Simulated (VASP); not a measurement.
AlIn3N4 (ordered alloy cell): computed properties

These are PBEsol GGA, VASP's PBE PAW potentials (set 64) (plane waves; VASP) values and carry that method's errors.

space group: P3m1 (156)
cell: a = b = 3.427 Å, c = 11.185 Å, α = β = 90.00°, γ = 120.00°
volume per atom: 14.22 Å³/atom
band gap (over mesh and band path): 0.23 eV
smallest direct gap (over mesh and band path): 0.23 eV
band-edge character: direct, Γ to Γ
density: 6.24 g/cm³

```
AlIn3N4
1.0
    1.71347    -2.96782     0.00000
    1.71347     2.96782     0.00000
    0.00000     0.00000    11.18469
In N Al
3 4 1
Direct
  0.66667   0.33333   0.26320
  0.33333   0.66667   0.00125
  0.66667   0.33333   0.73993
  0.66667   0.33333   0.45860
  0.33333   0.66667   0.19357
  0.66667   0.33333   0.93222
  0.33333   0.66667   0.67124
  0.33333   0.66667   0.50398
```

Unless said otherwise, spin-orbit coupling is left out, though it shifts the bands of the heavy elements here.

The structure was generated: AlIn3N4 was put into an ordered model structure (P3m1), which need not be its known phase. It was relaxed first. Symmetry was kept, so distortions that lower it aren't found.
